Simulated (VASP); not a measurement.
Output of a VASP run:

### OSZICAR
```
       N       E                     dE             d eps       ncg     rms          rms(c)
DAV:   1     0.520202638461E+01    0.52020E+01   -0.44186E+03   792   0.856E+02
DAV:   2     0.924708296506E+00   -0.42773E+01   -0.42754E+01   896   0.506E+01
DAV:   3     0.890091941837E+00   -0.34616E-01   -0.34516E-01  1064   0.529E+00
DAV:   4     0.889991193198E+00   -0.10075E-03   -0.10075E-03   984   0.229E-01
DAV:   5     0.889990900936E+00   -0.29226E-06   -0.29230E-06  1096   0.960E-03    0.746E+00
DAV:   6     0.879793364110E+00   -0.10198E-01   -0.13949E-03   920   0.331E-01    0.448E+00
DAV:   7     0.873418990184E+00   -0.63744E-02   -0.35609E-03   952   0.551E-01    0.535E-02
DAV:   8     0.873340141769E+00   -0.78848E-04   -0.95614E-05   864   0.885E-02    0.145E-02
DAV:   9     0.873330876142E+00   -0.92656E-05   -0.10938E-05   952   0.289E-02    0.346E-03
DAV:  10     0.873331524181E+00    0.64804E-06   -0.24971E-06   840   0.127E-02
   1 F= 0.87333152E+00 E0= 0.87352256E+00  d E =0.873332E+00
       N       E                     dE             d eps       ncg     rms          rms(c)
DAV:   1     0.765736897094E+00   -0.10759E+00   -0.16327E+00   752   0.107E+01    0.132E+00
DAV:   2     0.827787532041E+00    0.62051E-01   -0.50517E-02   784   0.204E+00    0.762E-01
DAV:   3     0.856553009031E+00    0.28765E-01   -0.69848E-02   856   0.218E+00    0.316E-01
DAV:   4     0.856678228797E+00    0.12522E-03   -0.13877E-03   760   0.335E-01    0.699E-02
DAV:   5     0.856732745639E+00    0.54517E-04   -0.15503E-04   936   0.982E-02    0.170E-02
DAV:   6     0.856731427763E+00   -0.13179E-05   -0.29751E-06   816   0.168E-02    0.405E-03
DAV:   7     0.856731278197E+00   -0.14957E-06   -0.26149E-07   440   0.422E-03
   2 F= 0.85673128E+00 E0= 0.85683889E+00  d E =-.166002E-01
       N       E                     dE             d eps       ncg     rms          rms(c)
DAV:   1     0.792988223810E+00   -0.63743E-01   -0.10521E+00   752   0.864E+00    0.106E+00
DAV:   2     0.832979054848E+00    0.39991E-01   -0.32530E-02   768   0.165E+00    0.614E-01
DAV:   3     0.851408840950E+00    0.18430E-01   -0.45296E-02   848   0.176E+00    0.262E-01
DAV:   4     0.851460643077E+00    0.51802E-04   -0.11138E-03   760   0.292E-01    0.376E-02
DAV:   5     0.851523700951E+00    0.63058E-04   -0.16833E-04   920   0.106E-01    0.131E-02
DAV:   6     0.851522859960E+00   -0.84099E-06   -0.31226E-06   840   0.174E-02
   3 F= 0.85152286E+00 E0= 0.85174132E+00  d E =-.218087E-01
       N       E                     dE             d eps       ncg     rms          rms(c)
DAV:   1     0.849981077974E+00   -0.15426E-02   -0.26078E-02   752   0.137E+00    0.164E-01
DAV:   2     0.850957119108E+00    0.97604E-03   -0.79762E-04   768   0.261E-01    0.957E-02
DAV:   3     0.851408183767E+00    0.45106E-03   -0.11192E-03   856   0.276E-01    0.412E-02
DAV:   4     0.851408553976E+00    0.37021E-06   -0.24639E-05   760   0.444E-02    0.794E-03
DAV:   5     0.851409574462E+00    0.10205E-05   -0.32845E-06   896   0.146E-02    0.208E-03
DAV:   6     0.851409555981E+00   -0.18481E-07   -0.54880E-08   376   0.244E-03
   4 F= 0.85140956E+00 E0= 0.85165170E+00  d E =-.219220E-01
```

File OUTCAR:
```
------------------------ aborting loop because EDIFF is reached ----------------------------------------
  FORCE on cell =-STRESS in cart. coord.  units (eV):
  Direction    XX          YY          ZZ          XY          YZ          ZX
  --------------------------------------------------------------------------------------
  Total       -0.0017182     -0.0017182     -0.0017182      0.0000000      0.0000000      0.0000000
  in kB       -0.0745525     -0.0745525     -0.0745525      0.0000000      0.0000000      0.0000000
  external PRESSURE =      -0.0745525 kB  Pullay stress =       0.0000000 kB
  volume of cell :       36.92
      direct lattice vectors                 reciprocal lattice vectors
    -0.000000000  2.642982854  2.642982854    -0.189180191  0.189180191  0.189180191
     2.642982854 -0.000000000  2.642982854     0.189180191 -0.189180191  0.189180191
     2.642982854  2.642982854 -0.000000000     0.189180191  0.189180191 -0.189180191
 POSITION                                       TOTAL-FORCE (eV/Angst)
 -----------------------------------------------------------------------------------
     -0.00000      2.64298      2.64298         0.000000     -0.000000     -0.000000
 -----------------------------------------------------------------------------------
    total drift:                                0.000000      0.000000      0.000000
  FREE ENERGIE OF THE ION-ELECTRON SYSTEM (eV)
  ---------------------------------------------------
  free  energy   TOTEN  =         0.8514095560 eV

  energy  without entropy=        0.8521359837  energy(sigma->0) =        0.85165170

 reached required accuracy - stopping structural energy minimisation
```
(Selected blocks of OUTCAR.)

**POSCAR**
```
Yb
1
    0.0000000000     2.7400000000     2.7400000000
    2.7400000000     0.0000000000     2.7400000000
    2.7400000000     2.7400000000     0.0000000000
Yb
1
Direct
  0.0000000000   0.0000000000   0.0000000000
```

### Question
Write an INCAR and KPOINTS that could have produced this output.

### Answer
One answer among several that fit: the input of the run itself, vdW-DF-cx, plane waves, VASP's PBE PAW potentials (set 64).

File KPOINTS:
```
Automatic mesh
0
Gamma
10 10 10
0 0 0
```

INCAR:
```
# general
SYSTEM   = Yb
PREC     = Accurate
ENCUT    = 520
LREAL    = F
LASPH    = T

# electronic loop
EDIFF    = 1E-6
NELM     = 100
ALGO     = Normal
LMAXMIX  = 6

# smearing
ISMEAR   = 1
SIGMA    = 0.1

# functional
GGA      = CX
LUSE_VDW = T
AGGAC    = 0.0

# ions
IBRION   = 2
NSW      = 60
ISIF     = 3
EDIFFG   = -0.01

# output
LWAVE    = F
LCHARG   = F
```

POTCAR, in this order: Yb_2 (PBE.64 set). Program: vasp_std.

The 4f electrons are frozen in the core of the lanthanide potential, so 4f levels, which can set the real gap, and their magnetism are missing. Energy and stress use the plane-wave basis of the starting cell.

The compound is Yb in the fcc structure. This run relaxes it. Symmetry was kept, so distortions that lower it aren't found.
